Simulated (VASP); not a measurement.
```yaml
crystal:
  lattice:
    - [-3.13344, 5.80334, 3.04364]
    - [3.13344, -5.80334, 3.04364]
    - [3.13344, 5.80334, -3.04364]
  atoms:
    - { symbol: Be, position: [0.25000, 0.25000, 0.00000] }
    - { symbol: Be, position: [0.75000, 0.75000, 0.00000] }
    - { symbol: I, position: [0.61540, 0.28689, 0.90228] }
    - { symbol: I, position: [0.38460, 0.71311, 0.09772] }
    - { symbol: I, position: [0.88460, 0.78689, 0.67149] }
    - { symbol: I, position: [0.11540, 0.21311, 0.32851] }
```

All values below come from r2SCAN meta-GGA, VASP's PBE PAW potentials (set 64) (plane waves; VASP). Settings: 400 eV cut-off, 6×6×6 Γ-centred mesh, tetrahedra with Blöchl corrections, potentials Be I.

The path is coarsely sampled, so an indirect gap can come out somewhat too large. Unless said otherwise, spin-orbit coupling is left out, though it shifts the bands of the heavy elements here.

Question: What does the run give for the energy per atom (σ→0), band gap (over mesh and band path) with the smallest direct gap where there is one?

Answer: 
| Quantity | Result |
|---|---|
| band gap (over mesh and band path) | 4.40 eV |
| smallest direct gap (over mesh and band path) | 4.66 eV |
| energy per atom (σ→0) | -18.478 eV/atom |

Total energies compare only between runs with the same potentials, cut-off and functional.

The structure comes from a computed database's BeI2 entry (Ibam), a phase known from measurement. It was relaxed first.
